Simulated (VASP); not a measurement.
Energy against volume of Ta (bcc). Computed with PBE GGA with D3 dispersion (zero damping), VASP's PBE PAW potentials (set 64) (plane waves; VASP).

```tsv
V (Å³/atom)	E (eV/atom)
16.663	-12.35308
17.195	-12.38708
17.727	-12.39777
18.259	-12.38793
18.791	-12.35975
```

Q: Fit a third-order Birch-Murnaghan equation of state.

A: 
| Item | Result |
|---|---|
| volume per atom | 17.73 Å³/atom |
| bulk modulus | 2070 kbar |
| pressure derivative of the bulk modulus | 3.00 |
| lattice constant a | 3.285 Å |

Measured: bulk modulus 198 GPa at 0 K (computed value off by +4.4 %), as given by H. Levämäki et al., Physical Review B (2014), arXiv:1402.3671 [corrected for temperature and zero-point phonon effects]; a 3.299 Å at 0 K (computed value off by -0.4 %), as given by Daniel Mejia-Rodriguez et al., Physical Review B (2018), arXiv:1807.09216 [static lattice: zero-point anharmonic expansion removed].

The compound is Ta in the bcc structure. It was relaxed first.
